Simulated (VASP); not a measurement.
Energy against volume of MnF2 (rutile). Method: PBE GGA with D4 dispersion, VASP's PBE PAW potentials (set 64) (plane waves; VASP). Numerical set-up: 520 eV cut-off, 5×5×7 Γ-centred mesh, Gaussian smearing of 0.050 eV, potentials Mn_pv F.

Shape and ions are relaxed at each volume.

```csv
V (Å³/atom),E (eV/atom)
12.807,-6.72166
13.203,-6.72628
13.599,-6.72408
13.995,-6.71625
```

Question: Fit these four points and predict the energy of the run at 12.410 Å³/atom.

Answer: A cubic in V^(−2/3), the third-order Birch-Murnaghan form, passes through the four points with V0 = 13.26 Å³/atom and B0 = 90 GPa, and gives -6.7088 eV/atom there. The run gave -6.7091 eV/atom, -0.3 meV/atom from the fit; all five points give B0 = 89 GPa.

The compound is MnF2 in the rutile structure. It was relaxed first.
